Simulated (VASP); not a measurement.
Crystal: Ba.

```
Ba
1.0
    -2.44653    2.44653    2.44653
     2.44653   -2.44653    2.44653
     2.44653    2.44653   -2.44653
Ba
1
Direct
  0.00000 0.00000 0.00000
```

Base run:

| Property | Result |
| --- | --- |
| Program | VASP 6.6.1 |
| Functional | PBEsol |
| Potentials or basis | VASP PAW PBE potentials, release 64 (Ba_sv) |
| Cutoff | 900 eV |
| k mesh | 12 × 12 × 12 |
| Occupations | gaussian, width 0.1 eV |
| Spin | no spin polarisation |

Its results: band gap on the k mesh none (metal or under the smearing width); pressure 0.0 GPa.

Task: The run is repeated on the same cell with these changes: functional from PBEsol to r2SCAN; cutoff from 900 eV to 520 eV. What comes out?

Result: Band gap on the k mesh none (metal or under the smearing width); pressure 1.1 GPa.

Caveats: the PAW data sets were made with another functional, which shifts forces and pressure a little.

Not every run made on this cell is shown here.
